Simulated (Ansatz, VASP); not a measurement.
## BiP in VASP and in Ansatz

```
Bi P
1.0
     0.00000    3.25191    3.25191
     3.25191    0.00000    3.25191
     3.25191    3.25191    0.00000
Bi P
1 1
Direct
  0.00000 0.00000 0.00000
  0.25000 0.25000 0.25000
```

Alike in both runs: task single point; functional PBE; k mesh 13 × 13 × 13; occupations fermi-dirac, width 0.05 eV; no spin polarisation.

|  | VASP | Ansatz |
| --- | --- | --- |
| version | VASP 6.6.1 | Ansatz 0.2.0 |
| potentials or method | VASP PAW PBE potentials, release 64 (Bi_d, P), cutoff 520 eV | all-electron LAPW, scalar-relativistic |

|  | VASP | Ansatz | Ansatz less VASP |
| --- | --- | --- | --- |
| pressure (GPa) | -0.1 | 0.0 | +0.05 |

Ansatz ran all-electron here, so the differences hold the error of VASP's frozen core and of both bases.
